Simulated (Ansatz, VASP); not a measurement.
Zn3As in VASP and in Ansatz

```xyz
4
Lattice="3.9338 0.0000 0.0000 0.0000 3.9338 0.0000 0.0000 0.0000 3.8933" Properties=species:S:1:pos:R:3 pbc="T T T"
Zn    0.0000    1.9669    1.9467
Zn    1.9669    0.0000    1.9467
Zn    1.9669    1.9669    0.0000
As    0.0000    0.0000    0.0000
```

Alike in both runs: task single point; functional PBE; k mesh 6 × 6 × 6; occupations gaussian, width 0.1 eV; no spin polarisation.

|  | VASP | Ansatz |
| --- | --- | --- |
| version | VASP 6.6.1 | Ansatz 0.2.0 |
| potentials or method | VASP PAW PBE potentials, release 64 (Zn, As) | scalar-relativistic, plane waves, PAW |
| plane-wave cutoff (eV) | 520 | 420 |
| valence electrons in the cell | 41 | 51 |

```tsv
	VASP	Ansatz	Ansatz less VASP
gap on the k mesh at the Fermi level (eV)	none	none	-
pressure (GPa)	9.6	9.2	-0.39
largest component of the traceless stress (GPa)	0.41	0.39	-0.019
```

A gap of «none» marks a metal or a gap that the smearing closes. The two sets of potentials don't hold the same shells in valence.
